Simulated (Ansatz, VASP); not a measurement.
# Cross-check of HfB2 between VASP and Ansatz

One calculation is typed for both programs; each brings its own data sets. How far apart do they land? The cell is taken from a series of VASP runs on this material, whose earlier steps may have relaxed, scaled or displaced it; both programs get it as it stands. Valence electrons are named where the data sets of a main pair hold unlike numbers.

Main program and level: Ansatz 0.2.0; plane waves, with VASP 6.6.1 beside it; single point at r2SCAN with rVV10 and electric field gradients at r2SCAN with rVV10.

## 1. The starting structure

The structure is hexagonal, space group P6/mmm (No. 191). The conventional cell has a = 3.130 Å, b = 3.130 Å, c = 3.477 Å, α = 90.00°, β = 90.00°, γ = 120.00°. Hf has 12 B at 2.51 Å nearest. Nearest to B lie 3 B at 1.81 Å and 6 Hf at 2.51 Å. Farther neighbours are not listed.

Structure file:

```xyz
3
Lattice="3.1297 0.0000 0.0000 -1.5648 2.7104 0.0000 0.0000 0.0000 3.4766" Properties=species:S:1:pos:R:3 pbc="T T T"
Hf    0.0000    0.0000    0.0000
B     0.0000    1.8069    1.7383
B     1.5648    0.9035    1.7383
```

## 2. VASP: single point, r2SCAN with rVV10

With cell and atoms fixed, the geometry can't cause a difference; cores, projectors, grids and the points listed under the comparison can.

Lines of VASP's logs that name or quote its potential files are left out, and so is its time.

The input, INCAR:

```
SYSTEM = HfB2
PREC = Accurate
ENCUT = 420
EDIFF = 1E-06
NELM = 100
ISMEAR = -5
SIGMA = 0.05
LREAL = .FALSE.
ALGO = Normal
METAGGA = R2SCAN
LUSE_VDW = .TRUE.
IVDW_NL = 2
BPARAM = 11.95
CPARAM = 0.0093
LASPH = .TRUE.
NBANDS = 21
LORBIT = 11
LWAVE = .FALSE.
LCHARG = .FALSE.
KPAR = 2
NEDOS = 2001
```

The input, POSCAR:

```
HfB2
1.0
    3.1296949394      0.0000000000      0.0000000000
   -1.5648474697      2.7103953236      0.0000000000
    0.0000000000      0.0000000000      3.4765779959
Hf B
1 2
Direct
    0.0000000000      0.0000000000      0.0000000000
    0.3333333333      0.6666666667      0.5000000000
    0.6666666667      0.3333333333      0.5000000000
```

The input, KPOINTS:

```
Automatic mesh
0
Gamma
14 14 11
0 0 0
```

PAW data sets: Hf_pv and B (PBE family, release 64).

Launch:

```
$ mpirun -np 2 vasp_std
```

Numbers of over 12 decimals in the logs are rounded to 6 here.

Log:

```text
[banner, memory and clock lines left out]
running    2 mpi-ranks, on    1 nodes
 distrk:  each k-point on    1 cores,    2 groups
 distr:  one band on    1 cores,    1 groups

 POSCAR found type information on POSCAR HfB
 POSCAR found :  2 types and       3 ions
|                                                                             |
|               ----> ADVICE to this user running VASP <----                  |
|                                                                             |
|     You have switched on vdW-DFT.                                           |
|     This routine was written and supplied by Jiri Klimes. We recommend      |
|     that you carefully read and cite the following publications:            |
|       J. Klimes, D.R. Bowler, A. Michelides                                 |
|          J. Phys.: Cond Matt. 22 022201 (2010)                              |
|       J. Klimes, D.R. Bowler, A. Michelides                                 |
|          Phys. Rev. B. 83, 195131 (2011)                                    |
|     and references therein.                                                 |
|                                                                             |

|                                                                             |
|               ----> ADVICE to this user running VASP <----                  |
|                                                                             |
|     You enforced a specific xc type in the INCAR file but a different       |
|     [... a line on the potential file left out ...]
|     I HOPE YOU KNOW WHAT YOU ARE DOING!                                     |
|                                                                             |

 LDA part: xc-table for (None), standard interpolation
 POSCAR, INCAR and KPOINTS ok, starting setup
 FFT: planning ... GRIDC
 FFT: planning ... GRID_SOFT
 FFT: planning ... GRID
 WAVECAR not read
 entering main loop
       N       E                     dE             d eps       ncg     rms          rms(c)
Total rVV10 correction in eV:      0.1603262    17.5557970
Total rVV10 correction in eV:      0.1603262    17.5557970
DAV:   1    -0.767019875124E+01   -0.76702E+01   -0.65728E+03  6088   0.633E+02
DAV:   2    -0.664866858934E+02   -0.58816E+02   -0.55639E+02  7465   0.178E+02
DAV:   3    -0.680082421685E+02   -0.15216E+01   -0.15109E+01  7297   0.207E+01
DAV:   4    -0.680118527235E+02   -0.36106E-02   -0.36112E-02  6568   0.119E+00
DAV:   5    -0.680118606306E+02   -0.79071E-05   -0.79113E-05  6992   0.511E-02    0.582E+01
Total rVV10 correction in eV:      0.1603097    17.5557972
Total rVV10 correction in eV:      0.1603097    17.5557972
DAV:   6    -0.629672761074E+02    0.50446E+01   -0.11530E+00  6358   0.935E+00    0.398E+01
Total rVV10 correction in eV:      0.1596716    17.5557972
Total rVV10 correction in eV:      0.1596716    17.5557972
DAV:   7    -0.629942766919E+02   -0.27001E-01   -0.55850E-01  6803   0.578E+00    0.783E+00
Total rVV10 correction in eV:      0.1591608    17.5557972
Total rVV10 correction in eV:      0.1591608    17.5557972
DAV:   8    -0.629272653767E+02    0.67011E-01   -0.87720E-02  6393   0.258E+00    0.493E-01
Total rVV10 correction in eV:      0.1594856    17.5557972
Total rVV10 correction in eV:      0.1594856    17.5557972
DAV:   9    -0.629269315760E+02    0.33380E-03   -0.77809E-03  6558   0.570E-01    0.248E-01
Total rVV10 correction in eV:      0.1595451    17.5557972
Total rVV10 correction in eV:      0.1595451    17.5557972
DAV:  10    -0.629270336066E+02   -0.10203E-03   -0.19002E-04  6954   0.816E-02    0.151E-01
Total rVV10 correction in eV:      0.1595869    17.5557972
Total rVV10 correction in eV:      0.1595869    17.5557972
DAV:  11    -0.629270597161E+02   -0.26109E-04   -0.40424E-05  6498   0.428E-02    0.737E-02
Total rVV10 correction in eV:      0.1595780    17.5557972
Total rVV10 correction in eV:      0.1595780    17.5557972
DAV:  12    -0.629270604341E+02   -0.71805E-06   -0.11551E-06  6327   0.778E-03
Total rVV10 correction in eV:      0.1595794    17.5557972
Total rVV10 correction in eV:      0.1595794    17.5557972
Total rVV10 correction in eV:      0.1595763    17.5557972
Total rVV10 correction in eV:      0.1595763    17.5557972
   1 F= -.62927060E+02 E0= -.62927060E+02  d E =0.000000E+00
|                                                                             |
|           W    W    AA    RRRRR   N    N  II  N    N   GGGG   !!!           |
|           W    W   A  A   R    R  NN   N  II  NN   N  G    G  !!!           |
|           W    W  A    A  R    R  N N  N  II  N N  N  G       !!!           |
|           W WW W  AAAAAA  RRRRR   N  N N  II  N  N N  G  GGG   !            |
|           WW  WW  A    A  R   R   N   NN  II  N   NN  G    G                |
|           W    W  A    A  R    R  N    N  II  N    N   GGGG   !!!           |
|                                                                             |
|     Tetrahedron method does not include variations of the Fermi             |
|     occupations, so forces and stress will be inaccurate. We suggest        |
|     using a different smearing scheme ISMEAR = 1 or 2 for metals in         |
|     relaxations.                                                            |
|                                                                             |
```

OUTCAR, selected parts (step 2):

```text
ion  position               nearest neighbor table
   1  0.000  0.000  0.000-   2 2.51   3 2.51   2 2.51   3 2.51   2 2.51   2 2.51   3 2.51   3 2.51
                             3 2.51   3 2.51   2 2.51   2 2.51
   2  0.333  0.667  0.500-   3 1.81   3 1.81   3 1.81   1 2.51   1 2.51   1 2.51   1 2.51   1 2.51
                             1 2.51
   3  0.667  0.333  0.500-   2 1.81   2 1.81   2 1.81   1 2.51   1 2.51   1 2.51   1 2.51   1 2.51
                             1 2.51

  LATTYP: Found a hexagonal cell.
 ALAT       =     3.1296949394
 C/A-ratio  =     1.1108360601

 Subroutine GETGRP returns: Found 24 space group operations
 (whereof 24 operations were pure point group operations)

The static configuration has the point symmetry D_6h.

 Found    144 irreducible k-points:

   k-points           NKPTS =    144   k-points in BZ     NKDIM =    144   number of bands    NBANDS=     21

   dimension x,y,z NGX =    24 NGY =   24 NGZ =   24
   dimension x,y,z NGXF=    48 NGYF=   48 NGZF=   48

   ENCUT  =  420.0 eV  30.87 Ry    5.56 a.u.   5.23  5.23  5.81*2*pi/ulx,y,z

   NELECT =      16.0000    total number of electrons

 k-points in reciprocal lattice and weights: Automatic mesh
   0.00000000  0.00000000  0.00000000       0.000
   0.07142857 -0.00000000  0.00000000       0.003
   0.14285714 -0.00000000  0.00000000       0.003
   0.21428571 -0.00000000  0.00000000       0.003
   0.28571429 -0.00000000  0.00000000       0.003
   0.35714286 -0.00000000  0.00000000       0.003
   0.42857143 -0.00000000  0.00000000       0.003
   0.50000000 -0.00000000  0.00000000       0.001
   0.07142857  0.07142857  0.00000000       0.003
[...]
0.28571429  0.28571429  0.45454545       0.006
   0.35714286  0.28571429  0.45454545       0.006

 average (electrostatic) potential at core
       1 -39.9677       2 -26.2241       3 -26.2241

 E-fermi :   7.9724

 k-point     1 :       0.0000    0.0000    0.0000
  band No.  band energies     occupation
    ...
      4      -6.9604      2.00000
      5       4.6216      2.00000
      6       4.6713      2.00000
      7       4.7175      2.00000
      8       4.7175      2.00000
      9      12.0508      0.00000
     10      12.0508      0.00000
     11      12.7375      0.00000
     12      12.7375      0.00000
     13      12.9605      0.00000
    ...

 k-point     2 :       0.0714   -0.0000    0.0000
  band No.  band energies     occupation
    ...
      4      -6.8431      2.00000
      5       4.3622      2.00000
      6       4.5772      2.00000
      7       4.7054      2.00000
      8       4.7396      2.00000
      9      11.7053      0.00000
     10      11.9668      0.00000
     11      12.0679      0.00000
     12      12.1929      0.00000
     13      13.4029      0.00000
    ...

 k-point     3 :       0.1429   -0.0000    0.0000
  band No.  band energies     occupation
    ...
      4      -6.5008      2.00000
      5       3.4822      2.00000
      6       4.3366      2.00000
      7       4.6550      2.00000
      8       5.0409      2.00000
      9      10.6337      0.00000
     10      11.6960      0.00000
     11      11.7424      0.00000
     12      12.3918      0.00000
     13      14.0422      0.00000
    ...

  Total        0.0482066      0.0482066     -0.1060245      0.0000000     -0.0000000     -0.0000000
  in kB        2.6189715      2.6189715     -5.7601022      0.0000000     -0.0000000     -0.0000000
  external PRESSURE =      -0.1740530 kB  Pullay stress =       0.0000000 kB

  energy-cutoff  :      420.00
  volume of cell :       29.49
      direct lattice vectors                 reciprocal lattice vectors
     3.129694939  0.000000000  0.000000000     0.319519959  0.184474935  0.000000000
    -1.564847470  2.710395324  0.000000000     0.000000000  0.368949869  0.000000000
     0.000000000  0.000000000  3.476577996     0.000000000  0.000000000  0.287639167

 POSITION                                       TOTAL-FORCE (eV/Angst)
 -----------------------------------------------------------------------------------
      0.00000      0.00000      0.00000         0.000000      0.000000      0.000000
     -0.00000      1.80693      1.73829         0.000000     -0.000000      0.000000
      1.56485      0.90347      1.73829        -0.000000      0.000000     -0.000000
 -----------------------------------------------------------------------------------
    total drift:                               -0.000000      0.000000      0.000000

  FREE ENERGIE OF THE ION-ELECTRON SYSTEM (eV)
  ---------------------------------------------------
  free  energy   TOTEN  =       -62.9270604341 eV

  energy  without entropy=      -62.9270604341  energy(sigma->0) =      -62.92706043

 total charge
# of ion       s       p       d       tot
------------------------------------------
    1        0.303   6.599   1.833   8.736
    2        0.680   1.279   0.000   1.959
    3        0.680   1.279   0.000   1.959
--------------------------------------------------
tot          1.663   9.158   1.833  12.654

[... 3 further parts left out ...]
```

The PAW data sets were made with PBE, which is usual practice but a small mismatch for other functionals. With tetrahedra the forces and stress of a metal are not exact derivatives of the energy.

## 3. Ansatz: single point, r2SCAN with rVV10

Ansatz runs on its default PAW (the set named soft_2) files.

The same cell, functional, mesh and smearing now go to Ansatz, which takes its cutoff from its data sets.

The input, input.yaml:

```yaml
crystal:
  lattice:
    - [3.1296949394, 0.0, 0.0]
    - [-1.5648474697, 2.7103953236, 0.0]
    - [0.0, 0.0, 3.4765779959]
  atoms:
    - { symbol: Hf, position: [0.0, 0.0, 0.0] }
    - { symbol: B, position: [0.3333333333, 0.6666666667, 0.5] }
    - { symbol: B, position: [0.6666666667, 0.3333333333, 0.5] }
hamiltonian:
  xc: r2scan
  pseudopotentials: { kind: paw }
  dispersion: rvv10
kpoints:
  mp_grid: { grid: [14, 14, 11] }
scf:
  occupations: { method: tetrahedron }
output:
  forces: true
  stress: true
  write_density: true
  write_potential: true
  elf: true
  volumetric_format: npy
```

Launch:

```
$ ansatz run input.yaml --threads 2 --pin off --max-ram 4608MiB --backend cpu --events-out ev --progress --plain --runs-dir out
```

Log:

```text
Warning: output.forces, output.stress, relax.cell or npt_langevin: where a Kohn–Sham band that disperses or a degenerate level is filled in part under the method tetrahedron, the forces or the stress that this run publishes need not agree with its energy (scf.occupations.method in the input reference, under Limitations); prefer a smearing scheme for the forces or the stress
Engine: ansatz 0.2.0, aarch64-unknown-linux-gnu
Pseudopotentials: kind: paw
Pseudopotential: Hf, paw, valence charge 26, recommended cutoff 500 eV (meta_gga), Hf.paw.azcp
Pseudopotential: B, paw, valence charge 3, recommended cutoff 500 eV (meta_gga), B.paw.azcp
Functional definition: r2SCAN+rVV10
  parameter k0 = 0.174
  parameter k1 = 0.065
  parameter a1 = 4.9479
  exchange = r2scan_x(k0 = k0, k1 = k1, a1 = a1)
  correlation = r2scan_c + rvv10(11.95, 0.0093)
Crystal: 3 atoms, lattice volume = 29.491 Å³
Basis set: ecut = 500 eV, 745 PW (Γ), exchange–correlation on 108×108×120 points (64 copies of the dense FFT grid, shifted against one another)
Bands: 20, of which v1, the nominal top of the filled ones, is band 16 counted from 1 (15 counted from 0)
Symmetry: 24 space group operations
Space group: P6/mmm (ITA 191), of the structure as read, at distance tolerance 3.1e-5 Å
k-points: 144 of 2156
Non-local potential: Hf, projectors of the file, l = 0: 3, l = 1: 2, l = 2: 2, l = 3: 3
Non-local potential: B, projectors of the file, l = 0: 2, l = 1: 2, l = 2: 1
PAW form: soft (Blöchl's): semilocal exchange-correlation on the pseudo side does not see the compensation charge
rVV10 density: all electrons in the spheres
PAW frozen core: Hf, regenerated for the run's functional (the file was generated under x = pbe(κ = 0.804, μ = 0.219515), c = pbe(β = 0.066725))
PAW frozen core: B, regenerated for the run's functional (the file was generated under x = pbe(κ = 0.804, μ = 0.219515), c = pbe(β = 0.066725))
PAW one-centre angular grid: Hf, 974 points (default); XC on 160 Gauss nodes
PAW one-centre angular grid: B, 302 points (default); XC on 160 Gauss nodes
Initial density: superposition of atomic densities (neutral atoms: chi_scale 0, normalization atom), corrected by the library's trained network
Initial wavefunctions: pseudopotential atomic-orbital guess
Functional: x = r2scan, c = r2scan + rvv10(b = 11.95, C = 0.0093); τ floored in thin density (d = 2e-4 eV/Å³)
SCF iter   1: F=—  HF=-16046.387396 eV  |F-HF|=—  |Δ(HF+E_count)|=         —  Δρ=8.25e-3  dr2=2.46e-2  dr2_τ=2.60e-1  ethr=1.77e-3  ⟨swp⟩=5.0  Hψ=12118  notcnv=0
preconditioner: auto → none  [metal: no gap  n_scr=8 (ndim 8)  ℏωp=37.5 eV  f_vac=0.000  sad-step TF]
SCF iter   2: F=—  HF=-16046.443585 eV  |F-HF|=—  |Δ(HF+E_count)|=   5.62e-2  Δρ=4.02e-3  dr2=3.46e-3  dr2_τ=8.63e-4  ethr=7.70e-5  ⟨swp⟩=2.2  Hψ=6941  notcnv=0  defer=1
SCF iter   3: F=—  HF=-16046.442445 eV  |F-HF|=—  |Δ(HF+E_count)|=   1.14e-3  Δρ=2.34e-3  dr2=8.60e-4  dr2_τ=7.57e-5  ethr=1.08e-5  ⟨swp⟩=2.0  Hψ=5189  notcnv=0  defer=1
SCF iter   4: F=—  HF=-16046.442681 eV  |F-HF|=—  |Δ(HF+E_count)|=   2.36e-4  Δρ=1.24e-3  dr2=2.02e-4  dr2_τ=2.01e-5  ethr=2.69e-6  ⟨swp⟩=2.5  Hψ=4687  notcnv=0  defer=1
SCF iter   5: F=—  HF=-16046.442824 eV  |F-HF|=—  |Δ(HF+E_count)|=   1.42e-4  Δρ=1.09e-4  dr2=1.65e-6  dr2_τ=4.00e-7  ethr=6.32e-7  ⟨swp⟩=2.0  Hψ=5525  notcnv=0  defer=1
SCF iter   6: F=—  HF=-16046.442829 eV  |F-HF|=—  |Δ(HF+E_count)|=   5.69e-6  Δρ=2.00e-5  dr2=4.99e-8  dr2_τ=5.38e-9  ethr=3.13e-10  ⟨swp⟩=6.4  Hψ=21045  notcnv=0
SCF iter   7: F=-16046.442829 eV  HF=-16046.442829 eV  |F-HF|=1.89e-9  |Δ(HF+E_count)|=   8.21e-8  Δρ=3.50e-6  dr2=2.34e-9  dr2_τ=1.48e-10  ethr=1.56e-10  ⟨swp⟩=5.5  Hψ=18742  notcnv=0
SCF 1 converged in 7 iterations: F = -16046.442829 eV  dr2 = 2.34e-9
  greatest PAW one-centre occupation: 0.998 electrons in one spin orbital (limit 2), on the Hf atom at site 0 (counted from 0), in its partial waves of l = 3
SCF converged after 7 iterations
Stability not checked: this state was not tested for a lower state beside it, because cold or Methfessel-Paxton smearing, or corrected tetrahedra, fill the levels in a way that the test cannot read (fill_not_monotonic; see scf.lower_state_search)
Free energy (F): -16046.442829 eV
Harris-Foulkes:  -16046.442829 eV  (|F-HF|=1.89e-9)
Internal energy: -16046.442834 eV  (E = F + TS)
E sigma→0 (E₀):  -16046.442829 eV
Entropy (-TS):   0.000005 eV (0.002 meV/atom)
Fermi energy:    20.912471 eV
--- Per-component energies (eV) ---
  E_band       = 116.340611
  E_kinetic    = 526.541136
  E_local      = -5259.882194  (includes V_loc(G=0)·N_el)
  E_nonlocal   = -1226.522674
  E_hartree    = 2511.642576
  E_xc         = -346.020565
  E_vxc        = -379.307253  (∫ρ·V_xc dr)
  E_paw        = -7113.095404  (= ΣΔE_a)
  E_vpaw       = 1413.840792  (= ΣTr[D̂ρ^β])
  E_aug_tail   = -0.000004  (compensation charges beyond the density's cutoff)
  E_vtau       = 18.386501  (kinetic-family band-sum trace: ∫τ·v_τ [+ j·A + Jᵃ·Aᵃ] dr)
  E_ewald      = -5139.390344
  E_core_change = 0.284638  (= ΣΔE_core)
  E_smearing   = 0.000005  (= −TS)
  E_closure    = 0.000000  (closes the sum)
  Σ components = -16046.442829   (vs F -16046.442829, Δ=0.00e0)
--- Forces (eV/Å), atoms counted from 1 ---
  atom   1  Hf     0.00000000    -0.00000000     0.00000000
  atom   2  B      0.00000000     0.00000000    -0.00000000
  atom   3  B      0.00000000    -0.00000000     0.00000000
  max |Σ_I F_I| component: 1.85e-16 eV/Å
--- Stress (GPa, compression-positive) ---
        0.404108       0.000000      -0.000000
       -0.000000       0.404108      -0.000000
       -0.000000      -0.000000      -0.613126
  P = ⅓ Tr σ = 0.0650 GPa (0.650 kbar)
--- Band table (eV; the first three rows and the last of 144) ---
  k-point 0: bands = [... 12 lower, 17.5400, 17.6359, 17.6359, 17.6708, 24.9624, 24.9624, 25.6391, 25.6391]
  k-point 1: bands = [... 12 lower, 16.3517, 17.7255, 17.7255, 18.8166, 23.9786, 23.9786, 25.3375, 25.3375]
  k-point 2: bands = [... 12 lower, 15.0752, 17.9895, 17.9895, 19.9979, 22.8630, 22.8630, 24.5646, 24.5646]
  k-point 143: bands = [... 12 lower, 11.3142, 14.7535, 17.1307, 17.3055, 25.5305, 26.6308, 27.6379, 27.6456]
```

Wall time 14 s (2 threads of Arm Neoverse N1, shared host); peak memory 0.49 GiB.

In the SCF lines HF is the Harris–Foulkes energy and dr2 the Hartree energy of the density residual, in eV; the loop may stop once dr2 is under the threshold and the program's other checks hold. Hψ counts applications of the Hamiltonian.

The run ends at a pressure of 0.07 GPa.

## 4. Comparison

Known differences besides the potentials themselves: VASP keeps PBE cores, Ansatz makes them for the functional; the data sets hold 32 valence electrons in Ansatz (on its default PAW (the set named soft_2) files) and 16 in VASP; the cutoff is 500 eV in Ansatz and 420 eV in VASP. Total energies have different zeros and are not compared.

Both answers:

```tsv
quantity	Ansatz	VASP	difference
pressure (GPa)	0.07	-0.02	+0.08
```

Ansatz's pressure holds a Pulay correction of 0.03 GPa; VASP's holds none.

(Continued in part 2 of 2.)

[Lines on the potential files, build, host, timing and source positions are cut from VASP's logs without a mark.]

[Logs are printed without paths, hosts, clocks, repeated set-up lines and the standing remarks that a program may print on its own settings, such as how far it seeks lower states.]

[Hosts, paths, dates, database ids (printed as entryN), source tags and the programs' standing remarks are cut or masked in the printed files.]
